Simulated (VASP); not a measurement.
Calculation: r2SCAN meta-GGA, VASP's PBE PAW potentials (set 64) (plane waves; VASP).

VASP ran on this input.

### KPOINTS
```
Automatic mesh
0
Gamma
9 9 9
0 0 0
```

File KPOINTS_OPT:
```
k-points along high-symmetry lines
10
Line-mode
Reciprocal
  0.000000   0.000000   0.000000 ! GAMMA
  0.500000   0.000000   0.500000 ! X

  0.500000   0.000000   0.500000 ! X
  0.625000   0.250000   0.625000 ! U

  0.375000   0.375000   0.750000 ! K
  0.000000   0.000000   0.000000 ! GAMMA

  0.000000   0.000000   0.000000 ! GAMMA
  0.500000   0.500000   0.500000 ! L

  0.500000   0.500000   0.500000 ! L
  0.500000   0.250000   0.750000 ! W

  0.500000   0.250000   0.750000 ! W
  0.500000   0.000000   0.500000 ! X
```

### INCAR
```
SYSTEM = MgSe
PREC = Accurate
ENCUT = 400
EDIFF = 1E-7
NELM = 100
ALGO = Normal
LREAL = .FALSE.
LASPH = .TRUE.
ISMEAR = -5
METAGGA = R2SCAN
LMIXTAU = .TRUE.
LMAXMIX = 4
LWAVE = .FALSE.
LCHARG = .FALSE.
LORBIT = 11
NEDOS = 601
ISIF = 2
```

File POSCAR:
```
MgSe
2.7306850
  0.0000000000   1.0000001404   1.0000001404
  1.0000001404   0.0000000000   1.0000001404
  1.0000001404   1.0000001404   0.0000000000
Mg Se
1 1
Cartesian
  0.0000000000   0.0000000000   0.0000000000
  1.0000001404   1.0000001404   1.0000001404
```

POTCAR, in this order: Mg Se (PBE.64 set). Program: vasp_std.

Question: What will the output report for the number of irreducible k-points (NKPTS), number of bands (NBANDS), largest plane-wave count, number of space-group operations, FFT grid (NGX, NGY, NGZ)?

Answer: 
| Quantity | Result |
|---|---|
| number of irreducible k-points (NKPTS) | 35 |
| number of bands (NBANDS) | 8 |
| largest plane-wave count | 751 |
| number of space-group operations | 48 |
| FFT grid (NGX, NGY, NGZ) | 28 × 28 × 28 |

The structure was generated: MgSe was put into the rock salt type (Fm-3m), which need not be its known phase. It was relaxed first, which changed the volume by -9 %.
